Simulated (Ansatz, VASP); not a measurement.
**Cross-check of TePO5 (TePO5 (Pnma)) between VASP and Ansatz**

Wanted: the spread between two codes on one cell, functional and k mesh. The structure shown is the start of the Ansatz relaxation below; VASP solves that cell, so the two are compared at the walk's first step.

Program: Ansatz 0.2.0. Level of theory: plane waves, with VASP 6.6.1 beside it; single point at PBEsol. Results are calculated unless marked as measured.

**1. Starting point**

It takes space group Pnma (No. 62, orthorhombic). Conventional cell: a = 7.481 Å, b = 6.531 Å, c = 7.391 Å, α = 90.00°, β = 90.00°, γ = 90.00°. Te has 6 O at 1.95 to 2.10 Å nearest. P has 4 O at 1.53 to 1.54 Å nearest. Nearest to O lie 1 P at 1.54 Å and 1 Te at 2.10 Å. Nearest to O lie 2 Te at 1.95 Å. Nearest to O lie 1 P at 1.53 Å and 1 Te at 2.05 Å. Nearest to O lie 1 P at 1.54 Å and 1 Te at 2.03 Å. Farther neighbours and most contacts between anions are not listed.

**2. Ansatz: relaxation, PBEsol**

Ansatz runs on its default PAW (the set named soft_2) files.

The two programs are compared at the cell with which this relaxation starts, whose forces are those of its first step.

The input, input.yaml:

```yaml
crystal:
  lattice:
    - [7.4809314, 0.0, 0.0]
    - [0.0, 6.5308341, 0.0]
    - [0.0, 0.0, 7.3911417]
  atoms:
    - { symbol: Te, position: [0.86979422, 0.75, 0.25134896] }
    - { symbol: Te, position: [0.63020578, 0.25, 0.75134896] }
    - { symbol: Te, position: [0.36979422, 0.75, 0.24865104] }
    - { symbol: Te, position: [0.13020578, 0.25, 0.74865104] }
    - { symbol: P, position: [0.87240768, 0.25, 0.36672548] }
    - { symbol: P, position: [0.62759232, 0.75, 0.86672548] }
    - { symbol: P, position: [0.37240768, 0.25, 0.13327452] }
    - { symbol: P, position: [0.12759232, 0.75, 0.63327452] }
    - { symbol: O, position: [0.95418585, 0.75, 0.52184775] }
    - { symbol: O, position: [0.88078845, 0.25, 0.82477834] }
    - { symbol: O, position: [0.86861131, 0.43561862, 0.24047407] }
    - { symbol: O, position: [0.86861131, 0.06438138, 0.24047407] }
    - { symbol: O, position: [0.79570802, 0.75, 0.98699252] }
    - { symbol: O, position: [0.70429198, 0.25, 0.48699252] }
    - { symbol: O, position: [0.63138869, 0.93561862, 0.74047407] }
    - { symbol: O, position: [0.63138869, 0.56438138, 0.74047407] }
    - { symbol: O, position: [0.61921155, 0.75, 0.32477834] }
    - { symbol: O, position: [0.54581415, 0.25, 0.02184775] }
    - { symbol: O, position: [0.45418585, 0.75, 0.97815225] }
    - { symbol: O, position: [0.38078845, 0.25, 0.67522166] }
    - { symbol: O, position: [0.36861131, 0.43561862, 0.25952593] }
    - { symbol: O, position: [0.36861131, 0.06438138, 0.25952593] }
    - { symbol: O, position: [0.29570802, 0.75, 0.51300748] }
    - { symbol: O, position: [0.20429198, 0.25, 0.01300748] }
    - { symbol: O, position: [0.13138869, 0.93561862, 0.75952593] }
    - { symbol: O, position: [0.13138869, 0.56438138, 0.75952593] }
    - { symbol: O, position: [0.11921155, 0.75, 0.17522166] }
    - { symbol: O, position: [0.04581415, 0.25, 0.47815225] }
basis:
  ecutwfc: 420
  xc_grid: 2
hamiltonian:
  xc: pbesol
kpoints:
  mp_grid: { grid: [5, 6, 6] }
scf:
  occupations: { method: fermi_dirac, width: 0.05 }
  max_iter: 150
output:
  forces: true
  stress: true
relax:
  f_tol: 0.01
  max_steps: 60
  cell: {}
checkpoint:
  write: "../pbesol.run"
  compress: false
  write_wavefunctions: false
  write_every: 100000
```

Started as:

```sh
$ ansatz run input.yaml --threads 4 --pin off --max-ram 6594MiB --backend cpu --events-out ev --progress --plain --runs-dir out
```

Numbers of over 12 decimals in the logs are rounded to 6 here.

The program printed:

```text
Engine: ansatz 0.2.0, x86_64-unknown-linux-gnu
Pseudopotentials: kind: paw
Pseudopotential: Te, paw, valence charge 16, recommended cutoff 420 eV (normal), Te.paw.azcp
Pseudopotential: P, paw, valence charge 5, recommended cutoff 420 eV (normal), P.paw.azcp
Pseudopotential: O, paw, valence charge 6, recommended cutoff 420 eV (normal), O.paw.azcp
Functional definition: PBEsol
  exchange = pbesol_x
  correlation = pbesol_c
Crystal: 28 atoms, lattice volume = 361.107 Å³
Basis set: ecut = 420 eV, 7017 PW (Γ), exchange–correlation on 108×90×100 points (8 copies of the dense FFT grid, shifted against one another)
Bands: 130, of which v1, the nominal top of the filled ones, is band 102 counted from 1 (101 counted from 0)
Symmetry: 8 space group operations
Space group: Pnma (ITA 62), of the structure as read, at distance tolerance 7.1e-5 Å
k-points: 48 of 180
Non-local potential: Te, projectors of the file, l = 0: 2, l = 1: 2, l = 2: 2, l = 3: 2
Non-local potential: P, projectors of the file, l = 0: 2, l = 1: 2, l = 2: 2
Non-local potential: O, projectors of the file, l = 0: 2, l = 1: 2, l = 2: 1
PAW form: soft (Blöchl's): semilocal exchange-correlation on the pseudo side does not see the compensation charge
PAW frozen core: Te, regenerated for the run's functional, and the local potential with it (the file was generated under x = pbe(κ = 0.804, μ = 0.219515), c = pbe(β = 0.066725))
PAW frozen core: P, regenerated for the run's functional, and the local potential with it (the file was generated under x = pbe(κ = 0.804, μ = 0.219515), c = pbe(β = 0.066725))
PAW frozen core: O, regenerated for the run's functional, and the local potential with it (the file was generated under x = pbe(κ = 0.804, μ = 0.219515), c = pbe(β = 0.066725))
PAW one-centre angular grid: Te, 590 points (default); XC on 64 Gauss nodes
PAW one-centre angular grid: P, 110 points (default); XC on 64 Gauss nodes
PAW one-centre angular grid: O, 110 points (default); XC on 64 Gauss nodes
Initial density: superposition of atomic densities (neutral atoms: chi_scale 0, normalization atom), corrected by the library's trained network
Initial wavefunctions: pseudopotential atomic-orbital guess
Functional: x = pbesol(κ = 0.804, μ = 0.123457), c = pbesol(β = 0.046)
SCF iter   1: F=—  HF=-41774.942283 eV  |F-HF|=—  |Δ(HF+E_count)|=         —  Δρ=1.36e-2  dr2=5.11e-1  ethr=1.77e-3  ⟨swp⟩=6.0  Hψ=29576  notcnv=0  defer=817
preconditioner: auto → LDOS  [metal: Δε(μ)=0.020 eV  Ē_g=15.293 eV  σ=0.050 eV  W_gap=0.10  n_scr=84 (ndim 8)  ℏωp=25.0 eV  f_vac=0.136  D(μ)=3.77/eV (n_scr^D=18)  β→1.0]
SCF iter   2: F=—  HF=-41774.918909 eV  |F-HF|=—  |Δ(HF+E_count)|=   2.34e-2  Δρ=1.22e-2  dr2=3.58e-1  ethr=2.51e-4  ⟨swp⟩=3.0  Hψ=12638  notcnv=0  defer=985
SCF iter   3: F=—  HF=-41774.802435 eV  |F-HF|=—  |Δ(HF+E_count)|=   1.16e-1  Δρ=1.47e-3  dr2=7.15e-3  ethr=1.75e-4  ⟨swp⟩=2.2  Hψ=9622  notcnv=0  defer=985
SCF iter   4: F=—  HF=-41774.800646 eV  |F-HF|=—  |Δ(HF+E_count)|=   1.79e-3  Δρ=4.22e-4  dr2=5.46e-4  ethr=3.50e-6  ⟨swp⟩=2.8  Hψ=8820  notcnv=0  defer=985
SCF iter   5: F=—  HF=-41774.800520 eV  |F-HF|=—  |Δ(HF+E_count)|=   1.26e-4  Δρ=9.11e-5  dr2=1.98e-5  ethr=2.68e-7  ⟨swp⟩=2.2  Hψ=8619  notcnv=0  defer=985
SCF iter   6: F=—  HF=-41774.799645 eV  |F-HF|=—  |Δ(HF+E_count)|=   8.74e-4  Δρ=3.08e-5  dr2=2.92e-6  ethr=9.70e-9  ⟨swp⟩=2.9  Hψ=11356  notcnv=0  defer=985
SCF iter   7: F=-41774.799645 eV  HF=-41774.799645 eV  |F-HF|=7.86e-10  |Δ(HF+E_count)|=   7.91e-7  Δρ=6.45e-6  dr2=9.02e-8  ethr=4.90e-11  ⟨swp⟩=4.6  Hψ=28108  notcnv=0
SCF 1 converged in 7 iterations: F = -41774.799645 eV  dr2 = 9.02e-8
  greatest PAW one-centre occupation: 0.999 electrons in one spin orbital (limit 2), on the Te atom at site 3 (counted from 0), in its partial waves of l = 2
relax step   1: F+E_penalty+E_count = -41774.79964466 eV  Δ(F+E_penalty+E_count) = +0.000e0 eV  max|allowed force component| = 4.586e-1 eV/Å  Δτ_max = 0.0000 Å  P = +3.681 GPa  Ω = 361.107 Å³  (7 SCF iters, dr2 threshold 1.00e-7 eV, accepted)
[...]
relax step  12: F+E_penalty+E_count = -41774.90234838 eV  Δ(F+E_penalty+E_count) = +2.538e-3 eV  max|allowed force component| = 1.183e-2 eV/Å  Δτ_max = 0.0056 Å  P = -0.005 GPa  Ω = 371.017 Å³  energy of the carried Pulay correction = -7.703e-3 eV  (6 SCF iters, dr2 threshold 7.07e-9 eV, accepted)
[...]
relax step  13: F+E_penalty+E_count = -41774.90250148 eV  Δ(F+E_penalty+E_count) = -1.531e-4 eV  max|allowed force component| = 8.466e-3 eV/Å  Δτ_max = 0.0024 Å  P = +0.001 GPa  Ω = 370.983 Å³  energy of the carried Pulay correction = -7.553e-3 eV  (5 SCF iters, dr2 threshold 8.75e-9 eV, accepted)
[...]
relax step  14: F+E_penalty+E_count = -41774.91036081 eV  Δ(F+E_penalty+E_count) = -7.859e-3 eV  max|allowed force component| = 8.488e-3 eV/Å  Δτ_max = 0.0000 Å  P = +0.018 GPa  Ω = 370.983 Å³  stress off target by 3.87e-2 GPa  SCF on the basis re-selected at this cell (its energy is not comparable with the rows above)  (5 SCF iters)
basis re-selected at this cell: Δ(F+E_penalty+E_count) = -7.859e-3 eV, ΔP = +0.017 GPa vs the last step (what re-selecting the basis moved, of the pressure what is left beyond the Pulay correction that the steps carried, after the strain that the cell walked since its last selection, with what the two solves' SCF thresholds leave and, on support functions, any second-order correction that the steps lacked; it is no m [...]
SCF converged after 5 iterations
Free energy (F): -41774.910361 eV
Harris-Foulkes:  -41774.910361 eV  (|F-HF|=6.69e-10)
Internal energy: -41774.878579 eV  (E = F + TS)
E sigma→0 (E₀):  -41774.894470 eV
Entropy (-TS):   -0.031781 eV (-1.135 meV/atom)
Fermi energy:    6.157494 eV
--- Per-component energies (eV) ---
  E_band       = -1711.735607
  E_kinetic    = 4563.561879
  E_local      = -15035.287394  (includes V_loc(G=0)·N_el)
  E_nonlocal   = -141.420623
  E_hartree    = 6857.482355
  E_xc         = -2198.659247
  E_vxc        = -2534.383849  (∫ρ·V_xc dr)
  E_paw        = -23612.951516  (= ΣΔE_a)
  E_vpaw       = -2279.217329  (= ΣTr[D̂ρ^β])
  E_aug_tail   = 0.048221  (compensation charges beyond the density's cutoff)
  E_ewald      = -12210.041657
  E_core_change = 2.389403  (= ΣΔE_core)
  E_smearing   = -0.031781  (= −TS)
  E_closure    = -0.000000  (closes the sum)
  Σ components = -41774.910361   (vs F -41774.910361, Δ=0.00e0)
--- Forces (eV/Å), atoms counted from 1 ---
  atom   1  Te    -0.00848848     0.00000000     0.00287941
  atom   2  Te     0.00848848    -0.00000000     0.00287941
  atom   3  Te    -0.00848848     0.00000000    -0.00287941
  atom   4  Te     0.00848848    -0.00000000    -0.00287941
  atom   5  P     -0.00017976    -0.00000000    -0.00098583
  atom   6  P      0.00017976    -0.00000000    -0.00098583
  atom   7  P     -0.00017976     0.00000000     0.00098583
  atom   8  P      0.00017976     0.00000000     0.00098583
  atom   9  O      0.00366989     0.00000000    -0.00445987
  atom  10  O     -0.00311933    -0.00000000     0.00063677
  atom  11  O      0.00212390    -0.00079407     0.00084788
  atom  12  O      0.00212390     0.00079407     0.00084788
  atom  13  O      0.00268438    -0.00000000    -0.00325211
  atom  14  O     -0.00268438    -0.00000000    -0.00325211
  atom  15  O     -0.00212390    -0.00079407     0.00084788
  atom  16  O     -0.00212390     0.00079407     0.00084788
  atom  17  O      0.00311933    -0.00000000     0.00063677
  atom  18  O     -0.00366989     0.00000000    -0.00445987
  atom  19  O      0.00366989    -0.00000000     0.00445987
  atom  20  O     -0.00311933     0.00000000    -0.00063677
  atom  21  O      0.00212390    -0.00079407    -0.00084788
  atom  22  O      0.00212390     0.00079407    -0.00084788
  atom  23  O      0.00268438     0.00000000     0.00325211
  atom  24  O     -0.00268438     0.00000000     0.00325211
  atom  25  O     -0.00212390    -0.00079407    -0.00084788
  atom  26  O     -0.00212390     0.00079407    -0.00084788
  atom  27  O      0.00311933     0.00000000    -0.00063677
  atom  28  O     -0.00366989    -0.00000000     0.00445987
  max |Σ_I F_I| component: 4.34e-18 eV/Å
--- Stress (GPa, compression-positive) ---
        0.021825       0.000000       0.000000
        0.000000      -0.005471       0.000000
        0.000000       0.000000       0.038706
  P = ⅓ Tr σ = 0.0184 GPa (0.184 kbar)
--- Relaxed structure (12 steps of the walk, 11 accepted, 2 SCFs on fresh bases) ---
  F+E_penalty+E_count = -41774.91036081 eV   max|allowed force component| = 8.488e-3 eV/Å   (the final SCF, on the basis selected at the relaxed cell)
  cell:  # Å, volume = 370.9827 Å³
    - [7.505811, 0, 0]
    - [0, 6.564022, 0]
    - [0, 0, 7.529846]
  atoms:
    - { symbol: Te, position: [0.870180, 0.75, 0.253718] }
    - { symbol: Te, position: [0.629820, 0.25, 0.753718] }
    - { symbol: Te, position: [0.370180, 0.75, 0.246282] }
    - { symbol: Te, position: [0.129820, 0.25, 0.746282] }
    - { symbol: P, position: [0.872310, 0.25, 0.372247] }
    - { symbol: P, position: [0.627690, 0.75, 0.872247] }
    - { symbol: P, position: [0.372310, 0.25, 0.127753] }
    - { symbol: P, position: [0.127690, 0.75, 0.627753] }
    - { symbol: O, position: [0.952000, 0.75, 0.519396] }
    - { symbol: O, position: [0.881417, 0.25, 0.826035] }
    - { symbol: O, position: [0.869184, 0.434864, 0.245621] }
    - { symbol: O, position: [0.869184, 0.065136, 0.245621] }
    - { symbol: O, position: [0.796598, 0.75, 0.990469] }
    - { symbol: O, position: [0.703402, 0.25, 0.490469] }
    - { symbol: O, position: [0.630816, 0.934864, 0.745621] }
    - { symbol: O, position: [0.630816, 0.565136, 0.745621] }
    - { symbol: O, position: [0.618583, 0.75, 0.326035] }
    - { symbol: O, position: [0.548000, 0.25, 0.019396] }
    - { symbol: O, position: [0.452000, 0.75, 0.980604] }
    - { symbol: O, position: [0.381417, 0.25, 0.673965] }
    - { symbol: O, position: [0.369184, 0.434864, 0.254379] }
    - { symbol: O, position: [0.369184, 0.065136, 0.254379] }
    - { symbol: O, position: [0.296598, 0.75, 0.509531] }
    - { symbol: O, position: [0.203402, 0.25, 0.00953071] }
    - { symbol: O, position: [0.130816, 0.934864, 0.754379] }
    - { symbol: O, position: [0.130816, 0.565136, 0.754379] }
    - { symbol: O, position: [0.118583, 0.75, 0.173965] }
    - { symbol: O, position: [0.048000, 0.25, 0.480604] }
```

Reading the cycles: dr2 is the Hartree energy of the density residual (eV), the measure of convergence; HF is the Harris–Foulkes estimate of the energy, which meets the free energy F at convergence.

(Continued in part 2 of 2.)

[Lines on the potential files, build, host, timing and source positions are cut from VASP's logs without a mark.]

[Logs are printed without paths, hosts, clocks, repeated set-up lines and the standing remarks that a program may print on its own settings, such as how far it seeks lower states.]

[Hosts, paths, dates, database ids (printed as entryN), source tags and the programs' standing remarks are cut or masked in the printed files.]
